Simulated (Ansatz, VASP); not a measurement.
# In2S2O in two plane-wave programs

Wanted: the spread between two codes on one cell, functional and k mesh. The cell is invented: As first built, before any earlier steps moved the atoms (in the runner's words): it takes the In2S3 structure with some of its atoms replaced by other elements, volume scaled by an estimate. It may not be a known or stable phase. The cell is taken from a series of VASP runs on this material, whose earlier steps may have relaxed, scaled or displaced it; both programs get it as it stands.

Calculated with Ansatz 0.2.0; plane waves, with VASP 6.6.1 beside it; single point at PBE.

### 1. The starting structure

The structure is orthorhombic, space group Imm2 (No. 44). Conventional cell: a = 4.020 Å, b = 11.583 Å, c = 5.558 Å, α = 90.00°, β = 90.00°, γ = 90.00°. Nearest to In lie 1 O at 2.01 Å and 3 S at 2.50 to 2.54 Å. S has 3 In at 2.50 to 2.54 Å nearest. Nearest to O lie 2 In at 2.01 Å. As first built, before any earlier steps moved the atoms (in the runner's words): sites of the In2S3 structure (space group 44) filled with other elements, volume scaled by an estimate. Farther neighbours and most contacts between anions are not listed.

### 2. Ansatz: single point, PBE

Ansatz runs on its default PAW (the set named soft_2) files.

With cell and atoms fixed, the geometry can't cause a difference; cores, projectors, grids and the points listed under the comparison can.

input.yaml reads:

```yaml
crystal:
  lattice:
    - [-2.0098546725, 5.7915617127, 2.7787780445]
    - [2.0098546725, -5.7915617127, 2.7787780445]
    - [2.0098546725, 5.7915617127, -2.7787780445]
  atoms:
    - { symbol: In, position: [0.8217842011, 0.9733416667, 0.8484425344] }
    - { symbol: In, position: [0.1248991323, 0.9733416667, 0.1515574656] }
    - { symbol: S, position: [0.0935413069, 0.7535569008, 0.3399844061] }
    - { symbol: S, position: [0.4135725048, 0.7535569008, 0.6600155939] }
    - { symbol: O, position: [0.7962038449, 0.7962038449, 0.0] }
hamiltonian:
  xc: pbe
  pseudopotentials: { kind: paw }
kpoints:
  mp_grid: { grid: [7, 7, 7] }
scf:
  occupations: { method: fermi_dirac, width: 0.05 }
  n_extra_bands: 5
output:
  forces: true
  stress: true
  eigenvalues: true
```

Launch:

```bash
> ansatz run input.yaml --threads 2 --pin off --max-ram 4608MiB --backend cpu --events-out ev --progress --plain --runs-dir out
```

Numbers of over 12 decimals in the logs are rounded to 6 here.

Log:

```text
basis.fft_grid_basis auto: the FFT boxes are laid along the combinations [[1, 1, 0], [0, 1, 1], [0, 0, 1]] of the cell's own vectors, 5.558, 4.020 and 6.731 Å long. The dense box has 40×27×45 points. Along the cell's own vectors, as sized, it would have 45×45×45, 1.88 times as many. Of the 4 symmetry operations that the crystal satisfies within crystal.symmetry.tolerance (time reversal apart; of a slab, those that ke [...]
scf.n_extra_bands = 5 over 22 filled bands (N_el = 44.0): the run solves 27 bands
Engine: ansatz 0.2.0, aarch64-unknown-linux-gnu
Pseudopotentials: kind: paw
Pseudopotential: In, paw, valence charge 13, recommended cutoff 420 eV (normal), In.paw.azcp
Pseudopotential: S, paw, valence charge 6, recommended cutoff 420 eV (normal), S.paw.azcp
Pseudopotential: O, paw, valence charge 6, recommended cutoff 420 eV (normal), O.paw.azcp
Functional definition: PBE
  parameter kappa = 0.804
  parameter beta = 0.066725
  exchange = pbe_x(kappa = kappa, mu = beta*pi^2/3)
  correlation = pbe_c(beta = beta)
Crystal: 5 atoms, lattice volume = 129.382 Å³
Basis set: ecut = 420 eV, 2549 PW (Γ), FFT grids on a1+a2, a2+a3, a3, exchange–correlation on 80×54×90 points (8 copies of the dense FFT grid, shifted against one another)
Bands: 27, of which v1, the nominal top of the filled ones, is band 22 counted from 1 (21 counted from 0)
Symmetry: 4 space group operations
Space group: Imm2 (ITA 44), of the structure as read, at distance tolerance 5.1e-5 Å
k-points: 64 of 343 (time reversal used)
Non-local potential: In, projectors of the file, l = 0: 2, l = 1: 2, l = 2: 2, l = 3: 2
Non-local potential: S, projectors of the file, l = 0: 2, l = 1: 2, l = 2: 2
Non-local potential: O, projectors of the file, l = 0: 2, l = 1: 2, l = 2: 1
PAW form: soft (Blöchl's): semilocal exchange-correlation on the pseudo side does not see the compensation charge
PAW one-centre angular grid: In, 590 points (default); XC on 64 Gauss nodes
PAW one-centre angular grid: S, 110 points (default); XC on 64 Gauss nodes
PAW one-centre angular grid: O, 110 points (default); XC on 64 Gauss nodes
Initial density: superposition of atomic densities (neutral atoms: chi_scale 0, normalization atom), corrected by the library's trained network
Initial wavefunctions: pseudopotential atomic-orbital guess
Functional: x = pbe(κ = 0.804, μ = 0.219515), c = pbe(β = 0.066725)
SCF iter   1: F=—  HF=-13568.462443 eV  |F-HF|=—  |Δ(HF+E_count)|=         —  Δρ=1.54e-3  dr2=3.95e-3  ethr=1.77e-3  ⟨swp⟩=6.4  Hψ=7992  notcnv=0
preconditioner: auto → Resta (q_TF=auto, 2.279 Å⁻¹)  ε∞=3.6  [insulator: Δε(μ)=1.590 eV  Ē_g=13.380 eV  σ=0.050 eV  W_gap=1.00  n_scr=34 (ndim 8)  ℏωp=21.7 eV  f_vac=0.134  D(μ)=0.00/eV (n_scr^D=0)  ε∞_Penn≈3.6]
SCF iter   2: F=—  HF=-13568.463133 eV  |F-HF|=—  |Δ(HF+E_count)|=   6.90e-4  Δρ=7.85e-4  dr2=9.26e-4  ethr=8.97e-6  ⟨swp⟩=2.0  Hψ=3690  notcnv=0
SCF iter   3: F=—  HF=-13568.463227 eV  |F-HF|=—  |Δ(HF+E_count)|=   9.32e-5  Δρ=4.86e-4  dr2=2.85e-4  ethr=2.10e-6  ⟨swp⟩=2.0  Hψ=3078  notcnv=0
SCF iter   4: F=—  HF=-13568.463318 eV  |F-HF|=—  |Δ(HF+E_count)|=   9.09e-5  Δρ=1.28e-4  dr2=2.18e-5  ethr=6.47e-7  ⟨swp⟩=2.0  Hψ=2172  notcnv=0
SCF iter   5: F=—  HF=-13568.463370 eV  |F-HF|=—  |Δ(HF+E_count)|=   5.22e-5  Δρ=3.38e-5  dr2=2.28e-6  ethr=4.95e-8  ⟨swp⟩=2.0  Hψ=2230  notcnv=0
SCF iter   6: F=—  HF=-13568.463374 eV  |F-HF|=—  |Δ(HF+E_count)|=   3.80e-6  Δρ=1.17e-5  dr2=2.43e-7  ethr=5.18e-9  ⟨swp⟩=2.0  Hψ=2230  notcnv=0
SCF iter   7: F=-13568.463374 eV  HF=-13568.463374 eV  |F-HF|=1.79e-8  |Δ(HF+E_count)|=   5.13e-7  Δρ=2.56e-6  dr2=1.20e-8  ethr=2.27e-10  ⟨swp⟩=8.2  Hψ=7522  notcnv=0
SCF 1 converged in 7 iterations: F = -13568.463374 eV  dr2 = 1.20e-8
  greatest PAW one-centre occupation: 0.985 electrons in one spin orbital (limit 2), on the In atom at site 1 (counted from 0), in its partial waves of l = 2
SCF converged after 7 iterations
Free energy (F): -13568.463374 eV
Harris-Foulkes:  -13568.463374 eV  (|F-HF|=1.79e-8)
Internal energy: -13568.463374 eV  (E = F + TS)
E sigma→0 (E₀):  -13568.463374 eV
Fermi energy:    4.475690 eV
--- Per-component energies (eV) ---
  E_band       = -216.880779
  E_kinetic    = 871.321208
  E_local      = -3857.101853  (includes V_loc(G=0)·N_el)
  E_nonlocal   = 843.328832
  E_hartree    = 1524.336339
  E_xc         = -694.776003
  E_vxc        = -462.721547  (∫ρ·V_xc dr)
  E_paw        = -9673.803601  (= ΣΔE_a)
  E_vpaw       = -660.382636  (= ΣTr[D̂ρ^β])
  E_aug_tail   = 0.002439  (compensation charges beyond the density's cutoff)
  E_ewald      = -2581.770735
  E_smearing   = -0.000000  (= −TS)
  E_closure    = 0.000000  (closes the sum)
  Σ components = -13568.463374   (vs F -13568.463374, Δ=0.00e0)
--- Forces (eV/Å), atoms counted from 1 ---
  atom   1  In    -0.00000000     0.04009944    -0.02574949
  atom   2  In     0.00000000    -0.04009944    -0.02574949
  atom   3  S     -0.00000000     0.02428610    -0.01692609
  atom   4  S      0.00000000    -0.02428610    -0.01692609
  atom   5  O      0.00000000    -0.00000000     0.08532864
  max |Σ_I F_I| component: 2.25e-5 eV/Å
--- Stress (GPa, compression-positive) ---
        0.173041       0.000000       0.000000
        0.000000      -0.086000      -0.000000
        0.000000      -0.000000       0.004480
  P = ⅓ Tr σ = 0.0305 GPa (0.305 kbar)
--- Band table (eV; the first three rows and the last of 64) ---
  k-point 0: bands = [... 18 lower, 2.6005, 3.3912, 3.5406, 3.5892, 5.1698, 7.5553, 8.8108, 9.0740, ... 1 higher]
  k-point 1: bands = [... 18 lower, 2.4125, 3.2319, 3.3598, 3.4983, 5.7644, 8.1078, 8.8425, 9.2509, ... 1 higher]
  k-point 2: bands = [... 18 lower, 2.4032, 2.8842, 3.1229, 3.3313, 6.6355, 8.2490, 8.4940, 8.8819, ... 1 higher]
  k-point 63: bands = [... 18 lower, 2.5063, 2.7072, 3.0386, 3.4803, 6.9369, 7.0820, 8.0870, 8.9992, ... 1 higher]
```

The job ended after 10 s (2 threads of Arm Neoverse V2, shared host; peak memory 0.45 GiB).

In the SCF lines HF is the Harris–Foulkes energy and dr2 the Hartree energy of the density residual, in eV; the loop may stop once dr2 is under the threshold and the program's other checks hold. Hψ counts applications of the Hamiltonian.

The run ends at a pressure of 0.03 GPa, with forces up to 0.085 eV/Å.

### 3. VASP: single point, PBE

The same cell, functional, mesh and smearing now go to VASP, with its own data sets and cutoff.

Lines of VASP's logs that name or quote its potential files are left out, and so is its time.

INCAR reads:

```
SYSTEM = In2S2O
PREC = Accurate
ENCUT = 520
EDIFF = 1E-06
NELM = 100
ISMEAR = -1
SIGMA = 0.05
LREAL = .FALSE.
ALGO = Normal
GGA = PE
NBANDS = 28
LORBIT = 11
LWAVE = .FALSE.
LCHARG = .TRUE.
ISIF = 2
LELF = .TRUE.
LVHAR = .TRUE.
```

POSCAR reads:

```
In2S2O
1.0
   -2.0098546725      5.7915617127      2.7787780445
    2.0098546725     -5.7915617127      2.7787780445
    2.0098546725      5.7915617127     -2.7787780445
In S O
2 2 1
Direct
    0.8217842011      0.9733416667      0.8484425344
    0.1248991323      0.9733416667      0.1515574656
    0.0935413069      0.7535569008      0.3399844061
    0.4135725048      0.7535569008      0.6600155939
    0.7962038449      0.7962038449      0.0000000000
```

KPOINTS reads:

```
Automatic mesh
0
Gamma
7 7 7
0 0 0
```

The projector-augmented-wave data sets are In_d, S and O (PBE family, release 64).

Launch:

```bash
> mpirun -np 2 vasp_std
```

Log:

```text
[banner, memory and clock lines left out]
running    2 mpi-ranks, on    1 nodes
 distrk:  each k-point on    2 cores,    1 groups
 distr:  one band on    1 cores,    2 groups

 POSCAR found type information on POSCAR InS O
 POSCAR found :  3 types and       5 ions
 LDA part: xc-table for (Slater+PW92), standard interpolation
 POSCAR, INCAR and KPOINTS ok, starting setup
 FFT: planning ... GRIDC
 FFT: planning ... GRID_SOFT
 FFT: planning ... GRID
 WAVECAR not read
 entering main loop
       N       E                     dE             d eps       ncg     rms          rms(c)
DAV:   1     0.431422658117E+03    0.43142E+03   -0.20722E+04  3584   0.175E+03
DAV:   2     0.386660109722E+02   -0.39276E+03   -0.37997E+03  3724   0.427E+02
DAV:   3    -0.222871522972E+02   -0.60953E+02   -0.59814E+02  4560   0.178E+02
DAV:   4    -0.253514053201E+02   -0.30643E+01   -0.30501E+01  4628   0.414E+01
DAV:   5    -0.254490870345E+02   -0.97682E-01   -0.97649E-01  4880   0.732E+00    0.137E+01
DAV:   6    -0.221139944618E+02    0.33351E+01   -0.14284E+01  5604   0.431E+01    0.141E+01
DAV:   7    -0.220428125707E+02    0.71182E-01   -0.25281E+00  4360   0.974E+00    0.472E+00
DAV:   8    -0.220129650824E+02    0.29847E-01   -0.52183E-01  5048   0.413E+00    0.320E+00
DAV:   9    -0.219992938262E+02    0.13671E-01   -0.17816E-01  6488   0.352E+00    0.148E+00
DAV:  10    -0.219940203874E+02    0.52734E-02   -0.44985E-02  5012   0.166E+00    0.529E-01
DAV:  11    -0.219949773275E+02   -0.95694E-03   -0.83959E-03  4020   0.578E-01    0.287E-01
DAV:  12    -0.219952215127E+02   -0.24419E-03   -0.48968E-04  5388   0.160E-01    0.197E-01
DAV:  13    -0.219953593404E+02   -0.13783E-03   -0.36742E-04  4448   0.150E-01    0.224E-02
DAV:  14    -0.219953636003E+02   -0.42599E-05   -0.29240E-05  4876   0.334E-02    0.165E-02
DAV:  15    -0.219953661908E+02   -0.25905E-05   -0.48540E-06  3712   0.143E-02    0.341E-03
DAV:  16    -0.219953668061E+02   -0.61534E-06   -0.15887E-06  3024   0.912E-03
   1 F= -.21995367E+02 E0= -.21995367E+02  d E =-.119112E-07
```

Parts of OUTCAR (step 3):

```text
ion  position               nearest neighbor table
   1  0.822  0.973  0.848-   5 2.01   4 2.50   3 2.54   3 2.54   2 3.51
   2  0.125  0.973  0.152-   5 2.01   3 2.50   4 2.54   4 2.54   1 3.51
   3  0.094  0.754  0.340-   2 2.50   1 2.54   1 2.54
   4  0.414  0.754  0.660-   1 2.50   2 2.54   2 2.54
   5  0.796  0.796  0.000-   2 2.01   1 2.01

  LATTYP: Found a body centered orthorhombic cell.
 ALAT       =     4.0197093450
 B/A-ratio  =     1.3825766024
 C/A-ratio  =     2.8815823313

 Subroutine GETGRP returns: Found  4 space group operations
 (whereof  4 operations were pure point group operations)

The static configuration has the point symmetry C_2v.

 Found     64 irreducible k-points:

   k-points           NKPTS =     64   k-points in BZ     NKDIM =     64   number of bands    NBANDS=     28

   dimension x,y,z NGX =    50 NGY =   50 NGZ =   50
   dimension x,y,z NGXF=   100 NGYF=  100 NGZF=  100

   ENCUT  =  520.0 eV  38.22 Ry    6.18 a.u.  12.51 12.51 12.51*2*pi/ulx,y,z

   NELECT =      44.0000    total number of electrons

 k-points in reciprocal lattice and weights: Automatic mesh
   0.00000000  0.00000000  0.00000000       0.003
   0.14285714  0.00000000 -0.00000000       0.012
   0.28571429  0.00000000  0.00000000       0.012
   0.42857143  0.00000000 -0.00000000       0.012
   0.00000000  0.14285714 -0.00000000       0.012
   0.14285714  0.14285714 -0.00000000       0.023
   0.28571429  0.14285714  0.00000000       0.023
   0.42857143  0.14285714 -0.00000000       0.023
  -0.42857143  0.14285714  0.00000000       0.023
[...]
0.42857143 -0.42857143  0.42857143       0.006
  -0.42857143 -0.42857143  0.42857143       0.006

 average (electrostatic) potential at core
       1 -97.9402       2 -97.9402       3 -88.3604       4 -88.3604       5 -71.2508

 E-fermi :   2.8234

 k-point     1 :       0.0000    0.0000    0.0000
  band No.  band energies     occupation
    ...
     18       0.3834      2.00000
     19       0.9427      2.00000
     20       1.7250      2.00000
     21       1.8893      2.00000
     22       1.9473      2.00000
     23       3.5064      0.00000
     24       5.8842      0.00000
     25       7.1498      0.00000
     26       7.4161      0.00000
     27       8.5480      0.00000
    ...

 k-point     2 :       0.1429    0.0000   -0.0000
  band No.  band energies     occupation
    ...
     18       0.4043      2.00000
     19       0.9433      2.00000
     20       1.5301      2.00000
     21       1.7693      2.00000
     22       1.9259      2.00000
     23       3.8402      0.00000
     24       5.8254      0.00000
     25       7.0462      0.00000
     26       7.4116      0.00000
     27       8.5731      0.00000
    ...

 k-point     3 :       0.2857    0.0000    0.0000
  band No.  band energies     occupation
    ...
     18       0.5271      2.00000
     19       0.9195      2.00000
     20       1.1521      2.00000
     21       1.6660      2.00000
     22       1.8896      2.00000
     23       4.4195      0.00000
     24       5.6047      0.00000
     25       6.8156      0.00000
     26       7.4489      0.00000
     27       8.6558      0.00000
    ...

  Total        0.0721621      0.0985781      0.0108871      0.0000000      0.0000000      0.0000000
  in kB        0.8936054      1.2207222      0.1348182      0.0000000      0.0000000      0.0000000
  external PRESSURE =       0.7497153 kB  Pullay stress =       0.0000000 kB

  energy-cutoff  :      520.00
  volume of cell :      129.38
      direct lattice vectors                 reciprocal lattice vectors
    -2.009854672  5.791561713  2.778778045     0.000000000  0.086332500  0.179935206
     2.009854672 -5.791561713  2.778778045     0.248774206  0.000000000  0.179935206
     2.009854672  5.791561713 -2.778778045     0.248774206  0.086332500  0.000000000

 POSITION                                       TOTAL-FORCE (eV/Angst)
 -----------------------------------------------------------------------------------
      2.00985      4.03605      2.63062        -0.000000     -0.030496      0.000984
      2.00985     -4.03605      2.63062         0.000000      0.030496      0.000984
      2.00985     -1.85348      1.40916         0.000000      0.020112     -0.009963
      2.00985      1.85348      1.40916        -0.000000     -0.020112     -0.009963
      0.00000      0.00000      4.42495        -0.000000      0.000000      0.017959
 -----------------------------------------------------------------------------------
    total drift:                                0.000010     -0.000029     -0.000203

  FREE ENERGIE OF THE ION-ELECTRON SYSTEM (eV)
  ---------------------------------------------------
  free  energy   TOTEN  =       -21.9953668061 eV

  energy  without entropy=      -21.9953667942  energy(sigma->0) =      -21.99536680

 total charge
# of ion       s       p       d       tot
------------------------------------------
    1        0.759   0.673   9.962  11.394
    2        0.759   0.673   9.962  11.394
    3        1.346   2.360   0.000   3.706
    4        1.346   2.360   0.000   3.706
    5        1.571   3.370   0.000   4.941
--------------------------------------------------
tot          5.780   9.437  19.923  35.140

[... 3 further parts left out ...]
```

The run ends at a pressure of 0.07 GPa, with forces up to 0.031 eV/Å.

### 4. Differences

Known differences besides the potentials themselves: the cutoff is 420 eV in Ansatz and 520 eV in VASP; VASP leaves aspherical gradient terms in its spheres out (LASPH is not set), Ansatz keeps them. Total energies have different zeros and are not compared.

The two programs side by side:

```
                                        quantity  Ansatz   VASP  difference
                                  pressure (GPa)    0.03   0.07       -0.04
pressure without Ansatz's Pulay correction (GPa)   -0.10   0.07       -0.17
                          gap on the k mesh (eV)   1.579  1.552      +0.026
```

At this near-relaxed geometry the largest component of a force difference is 71 meV/Å. A gap on the mesh is an upper bound, since the band edges may lie between its points. Ansatz's pressure holds a Pulay correction of 0.13 GPa; VASP's holds none.

### 5. Other set-ups

Further runs change the set-up of one program: Ansatz's method, potentials or start, or VASP's data sets, cutoff or form of LDA. The table gives Ansatz less VASP for each quantity, since a change that brings one quantity closer may part another.

```
                                        run  r.m.s. force difference (meV/Å)  pressure (GPa)  gap on the k mesh (eV)
                                   as above                               33          -0.044                   0.026
    Ansatz's larger PAW set (cutoff 900 eV)                               31          -0.024                   0.031
norm-conserving potentials (cutoff 1240 eV)                               20           0.026                   0.021
```

### 6. Outcome

* r.m.s. force difference (single point, PBE): 33 meV/Å

What this shows: The r.m.s. force difference is 33 meV/Å (single point, PBE), beyond the 12 meV/Å picked in this series as the mark of a large difference. Single point, PBE, Ansatz's larger PAW set (cutoff 900 eV): the difference in pressure goes from -0.044 to -0.024 GPa. Single point, PBE, norm-conserving potentials (cutoff 1240 eV): r.m.s. force difference goes from 33 to 20 meV/Å; the difference in pressure goes from -0.044 to 0.026 GPa. How closely two codes agree says nothing of how well the functional describes the real material.

[Lines on the potential files, build, host, timing and source positions are cut from VASP's logs without a mark.]

[Logs are printed without paths, hosts, clocks, repeated set-up lines and the standing remarks that a program may print on its own settings, such as how far it seeks lower states.]

[Hosts, paths, dates, database ids (printed as entryN), source tags and the programs' standing remarks are cut or masked in the printed files.]
